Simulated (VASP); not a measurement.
# K3Pt2I10 (a cell with a defect) in VASP: further runs, part 3 of 3

VASP 6.6.1. The steps go on from the part before.

### 5 Single point, PBEsol

INCAR reads:

```
SYSTEM = K3Pt2I10
  PREC = Accurate
  ENCUT = 520
  EDIFF = 1E-6
  ISMEAR = -1
  SIGMA = 0.05
  LREAL = Auto
  LASPH = .True.
  NELM = 100
  ALGO = Fast
  ISIF = 2
  LWAVE = .False.
  LCHARG = .True.
  GGA = PS
  LELF = .True.
  LVHAR = .True.
  NELECT = 118.0
  NBANDS = 72
```

KPOINTS reads:

```
regular mesh
0
Gamma
  2 2 1
  0 0 0
```

POSCAR reads:

```
K3Pt2I10
1.0
    6.4264670000     -4.6059980000      0.0000000000
    6.4264670000      4.6059980000      0.0000000000
    0.0000000000      0.0000000000     11.5249780000
K Pt I
3 2 10
Direct
    0.1194706791      0.5184070226      0.2427162985
    0.9300326519      0.5619690965      0.8046089112
    0.4840400054      0.9552733841      0.2836187627
    0.0469790599     -0.0123566150      0.5118534717
   -0.0019687167     -0.0094372393     -0.0014490266
    0.7385535941      0.2415494703      0.5510986659
    0.3608468915      0.7129312824      0.4826126349
    0.7271464711      0.3060650898      0.9910821522
    0.2751799053      0.6960224676      0.0272451713
    0.2327615308      0.2258574896      0.5125996770
    0.2472677760      0.1787050019     -0.0083037035
    0.8869018125      0.7396373108      0.4697449314
    0.7447453288      0.8406203161      0.0166334374
    1.0349624057      0.0693302018      0.2727814318
    0.0704866426      0.9323194093      0.7323311159
```

Potentials or basis: VASP PAW PBE potentials, release 64 (K_sv, Pt, I).

Run with:

```
cat potpaw_PBE.64/K_sv/POTCAR potpaw_PBE.64/Pt/POTCAR potpaw_PBE.64/I/POTCAR > POTCAR
mpirun -np 1 vasp_std > vasp.out
```

OUTCAR:

```text
SYSTEM = K3Pt2I10
   PREC = Accurate
   ENCUT = 520
   EDIFF = 1E-6
   ISMEAR = -1
   LREAL = Auto
   LASPH = .True.
   NELM = 100
   ISIF = 2
   GGA = PS
   NELECT = 118.0

 ion  position               nearest neighbor table
   1  0.119  0.518  0.243-   9 3.28  12 3.35
   2  0.930  0.562  0.805-  13 3.30  15 3.55   8 3.66
   3  0.484  0.955  0.284-   7 3.33  14 3.37  10 3.57  13 3.65
   4  0.047  0.988  0.512-  15 2.57   6 2.65  12 2.70  10 2.74   7 2.74  14 2.82
   5  0.998  0.991  0.999-  13 2.64   9 2.66   8 2.72  11 2.83  15 3.13  14 3.25
   6  0.739  0.242  0.551-   4 2.65
   7  0.361  0.713  0.483-   4 2.74   3 3.33
   8  0.727  0.306  0.991-   5 2.72   2 3.66
   9  0.275  0.696  0.027-   5 2.66   1 3.28
  10  0.233  0.226  0.513-   4 2.74   3 3.57
  11  0.247  0.179  0.992-   5 2.83
  12  0.887  0.740  0.470-   4 2.70   1 3.35
  13  0.745  0.841  0.017-   5 2.64   2 3.30   3 3.65
  14  0.035  0.069  0.273-   4 2.82   5 3.25   3 3.37
  15  0.070  0.932  0.732-   4 2.57   5 3.13   2 3.55

  LATTYP: Found a base centered orthorhombic cell.
[... 496 lines left out ...]

  FORCE on cell =-STRESS in cart. coord.  units (eV):
  Direction    XX          YY          ZZ          XY          YZ          ZX
  --------------------------------------------------------------------------------------
  -------------------------------------------------------------------------------------
  Total        0.0015911      2.6422981      5.4798691     -0.1462094     -0.2788244     -0.8681907
  in kB        0.0037362      6.2047782     12.8681063     -0.3433363     -0.6547496     -2.0387293
  external PRESSURE =       6.3588736 kB  Pullay stress =       0.0000000 kB

 VOLUME and BASIS-vectors are now :
 -----------------------------------------------------------------------------
  energy-cutoff  :      520.00
  volume of cell :      682.29
      direct lattice vectors                 reciprocal lattice vectors
     6.426467000 -4.605998000  0.000000000     0.077803247 -0.108554107  0.000000000
     6.426467000  4.605998000  0.000000000     0.077803247  0.108554107  0.000000000
     0.000000000  0.000000000 11.524978000     0.000000000  0.000000000  0.086768062

 POSITION                                       TOTAL-FORCE (eV/Angst)
 -----------------------------------------------------------------------------------
      4.09930      1.83750      2.79730        -0.205599     -0.038918      0.017127
      9.58830     -1.69530      9.27310        -0.075317     -0.274038     -0.132160
      9.24970      2.17050      3.26870         0.196149     -0.092842     -0.142275
      6.64897      4.33270      5.89910         0.636042     -0.306924     -1.780537
     12.77963     -0.03440     11.50828         1.364830      0.340839      0.340743
      6.29860     -2.28920      6.35140         0.090954      0.089988     -0.181338
      6.90060      1.62170      5.56210        -0.125319      0.214256      0.008727
      6.63990     -1.93950     11.42220         0.058449     -0.607696     -0.144275
      6.24140      1.93840      0.31400        -0.010382      0.258202     -0.231903
      2.94730     -0.03180      5.90770        -0.320287     -0.019608      0.332336
      2.73750     -0.31580     11.42928        -0.890950      0.266777      0.006090
     10.45290     -0.67830      5.41380         0.020897      0.393879      0.322982
     10.18830      0.44160      0.19170         0.219048     -0.306243      0.189839
      0.67023      0.15830      3.14380        -0.702322      0.068132     -0.292076
      6.44450      3.96960      8.44010        -0.256193      0.014195      1.686719
 -----------------------------------------------------------------------------------
    total drift:                               -0.003797      0.000520      0.000123

  FREE ENERGIE OF THE ION-ELECTRON SYSTEM (eV)
  ---------------------------------------------------
  free  energy   TOTEN  =       -42.4499074717 eV

  energy  without entropy=      -42.4488826013  energy(sigma->0) =      -42.44939504
```

Wall time 6.7 min (1 thread of Intel Xeon Platinum 8488C (Sapphire Rapids), shared host); peak memory 0.73 GiB.

Results:

| Property | Result |
| --- | --- |
| Free energy | -42.4499 eV |
| Largest force | 1.915 eV/Å |
| Band gap on the k mesh | 0.66 eV, indirect (least direct gap 0.66 eV) |

Forces in eV/Å, atoms in the order of the input:
```
K   -0.206 -0.039  0.017
K   -0.075 -0.274 -0.132
K    0.196 -0.093 -0.142
Pt   0.636 -0.307 -1.781
Pt   1.365  0.341  0.341
I    0.091  0.090 -0.181
I   -0.125  0.214  0.009
I    0.058 -0.608 -0.144
I   -0.010  0.258 -0.232
I   -0.320 -0.020  0.332
I   -0.891  0.267  0.006
I    0.021  0.394  0.323
I    0.219 -0.306  0.190
I   -0.702  0.068 -0.292
I   -0.256  0.014  1.687
```

Caveat: the cell carries a net charge on a neutralising background, which shifts energy and pressure; the cell is charged against a uniform background, so pressure and absolute levels hang on convention; the PAW data sets were made with another functional, which shifts forces and pressure a little; spin-orbit coupling is left out, which moves the levels of the heavy elements.
